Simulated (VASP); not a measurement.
Consider the following.

```yaml
crystal:
  lattice:
    - [0.00000, 2.04500, 2.04500]
    - [2.04500, 0.00000, 2.04500]
    - [2.04500, 2.04500, 0.00000]
  atoms:
    - { symbol: Ag, position: [0.00000, 0.00000, 0.00000] }
```

Computed with optB86b-vdW, VASP's PBE PAW potentials (set 64) (plane waves; VASP 6.6.1). Run with 520 eV cut-off, Gaussian smearing of 0.050 eV, potentials Ag.

Task: Give the energies of bands 1 to 7 at the high-symmetry points, in eV from the Fermi level.

Result: 
| band | Γ | X | U | L | W |
|---|---|---|---|---|---|
| 1 | -7.81 | -6.48 | -6.05 | -6.44 | -5.73 |
| 2 | -4.86 | -6.34 | -5.62 | -4.88 | -5.12 |
| 3 | -4.86 | -3.06 | -4.13 | -4.88 | -5.12 |
| 4 | -4.86 | -2.82 | -3.61 | -3.03 | -3.82 |
| 5 | -3.83 | -2.82 | -3.11 | -3.03 | -2.82 |
| 6 | -3.83 | 1.56 | 4.23 | -0.42 | 5.89 |
| 7 | 16.06 | 6.62 | 5.16 | 3.49 | 5.89 |

It has no gap at this level: it comes out as a metal or semimetal.

The compound is Ag in the fcc structure. The cell was not relaxed at this level.
